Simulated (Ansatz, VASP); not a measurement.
# HfGe: VASP beside Ansatz

INCAR

```
SYSTEM = HfGe
PREC     = Accurate       ! precision mode
ENCUT    = 520            ! plane-wave cutoff, eV
EDIFF    = 1E-6           ! SCF threshold, eV
ISMEAR   = -1             ! smearing method
SIGMA    = 0.05           ! smearing width, eV
LREAL    = .FALSE.        ! projectors in reciprocal space
LASPH    = .TRUE.         ! aspherical terms in the spheres
NELM     = 100            ! most SCF steps
ALGO     = Normal         ! electronic algorithm
ISIF     = 2              ! what is computed and relaxed
LWAVE    = .FALSE.        ! write WAVECAR
LCHARG   = .FALSE.        ! write CHGCAR
NBANDS   = 19             ! bands
```

KPOINTS

```
regular mesh
0
G
  11 11 11
  0 0 0
```

POSCAR

```
HfGe
1.0
    0.0000000000      2.1950074975      2.1950074975
    2.1950074975      0.0000000000      2.1950074975
    2.1950074975      2.1950074975      0.0000000000
Hf Ge
1 1
Direct
    0.0000000000      0.0000000000      0.0000000000
    0.2500000000      0.2500000000      0.2500000000
```

Input for Ansatz:

```yaml
crystal:
  lattice:
    - [0.0, 2.1950074975, 2.1950074975]
    - [2.1950074975, 0.0, 2.1950074975]
    - [2.1950074975, 2.1950074975, 0.0]
  atoms:
    - { symbol: Hf, position: [0.0, 0.0, 0.0] }
    - { symbol: Ge, position: [0.25, 0.25, 0.25] }
kpoints:
  mp_grid: { grid: [11, 11, 11] }
  band_path:
    path:
      - [0.0, 0.0, 0.0]
      - [-0.5, -0.5, 0.0]
      - [-0.375, -0.375, 0.25]
      - [-0.375, 0.0, 0.375]
      - [0.0, 0.0, 0.0]
      - [0.0, 0.0, 0.5]
      - [-0.5, -0.25, 0.25]
      - [-0.5, -0.5, 0.0]
    npoints: 8
scf:
  occupations: { method: fermi_dirac, width: 0.05 }
hamiltonian:
  xc: lda
  pseudopotentials: { kind: all_electron, lapw: { basis_error: 0.001 } }
output:
  forces: true
  stress: true
  eigenvalues: true
  populations: true
  dos: { projected: true, de: 0.2, e_range: [-14, 8] }
```

Change from the starting cell: volume scaled by 0.4, LAPW.

Alike in both runs: task single point; functional LDA; k mesh 11 × 11 × 11; occupations fermi-dirac, width 0.05 eV; no spin polarisation.

|  | VASP | Ansatz |
| --- | --- | --- |
| version | VASP 6.6.1 | Ansatz 0.2.0 |
| potentials or method | VASP PAW LDA potentials, release 64 (Hf_pv, Ge_d) | all-electron LAPW, scalar-relativistic |
| plane-wave cutoff (eV) | 520 | see its input |

VASP gave:

- pressure (GPa): 380.7

Q: Estimate Ansatz's values.

A: Pressure (GPa): 386.5.

Ansatz ran all-electron here, so the differences hold the error of VASP's frozen core and of both bases.

Caveats: the cell as given lies far from equilibrium; so large a pressure means that the cell lies far from this level's equilibrium, or that cutoff or potentials fall short (VASP). The runs have no spin-orbit coupling, so splittings on Hf are missing.
